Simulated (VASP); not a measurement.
A convergence study with VASP on CuI (zinc blende): one setting is varied, all else stays as given below, so the limit is that of these other settings.

```
CELL_PARAMETERS angstrom
      0.00000     3.02500     3.02500
      3.02500     0.00000     3.02500
      3.02500     3.02500     0.00000
ATOMIC_POSITIONS crystal
  Cu 0.00000 0.00000 0.00000
  I  0.25000 0.25000 0.25000
```

All values below come from PBE GGA, VASP's PBE PAW potentials (set 64) (plane waves; VASP 6.6.1). The tightest run used: 600 eV cut-off, 7×7×7 Γ-centred mesh, Gaussian smearing of 0.010 eV, potentials Cu I.

```tsv
setting	mean ε∞	highest Γ mode (cm⁻¹)	plane waves
ENCUT = 200	6.28	119.6	363
ENCUT = 300	6.73	126.8	663
ENCUT = 400	6.73	128.9	1014
```

### Question
These are the cheaper rows. Estimate the results at ENCUT = 600, and how far the last row shown lies from them.

### Answer

```json
[
 {"quantity": "mean ε∞", "tightest run": "6.72", "last row shown is off by": "0.01"},
 {"quantity": "highest Γ mode (cm⁻¹)", "tightest run": "128.9", "last row shown is off by": "0.0"}
]
```

Left out are rungs that failed or repeat a setting and relaxations that didn't move; long series are thinned to 24 rows.

The compound is CuI in the zinc blende structure. The cell was not relaxed at this level.
